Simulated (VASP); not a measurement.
These are PBE GGA, VASP's PBE PAW potentials (set 64) (plane waves; VASP) values and carry that method's errors.

The input files of a VASP run:

### INCAR
```
# general
SYSTEM  = Nb
PREC    = Accurate
ENCUT   = 480
LREAL   = F
LASPH   = T

# electronic loop
EDIFF   = 1E-7
NELM    = 100
ALGO    = Normal
LMAXMIX = 4

# smearing
ISMEAR  = 1
SIGMA   = 0.1

# functional
GGA     = PE

# ions
ISIF    = 2

# output
LWAVE   = F
LCHARG  = F
```

### POSCAR
```
Nb
1.0
 -1.6526994055   1.6526994055   1.6526994055
  1.6526994055  -1.6526994055   1.6526994055
  1.6526994055   1.6526994055  -1.6526994055
Nb
1
direct
  0.0000000000   0.0000000000   0.0000000000
```

### KPOINTS
```
Automatic mesh
0
Gamma
14 14 14
0 0 0
```

POTCAR, in this order: Nb_sv (PBE.64 set). Program: vasp_std.

Problem. What will the output report for the number of irreducible k-points (NKPTS), number of bands (NBANDS), largest plane-wave count, number of space-group operations, FFT grid (NGX, NGY, NGZ)?

Solution. 
The number of irreducible k-points (NKPTS) comes out as 104 and the number of bands (NBANDS) is 10. The largest plane-wave count is 444. The number of space-group operations is 48 and the FFT grid (NGX, NGY, NGZ) is 20 × 20 × 20.

The compound is Nb in the bcc structure. It was relaxed first.
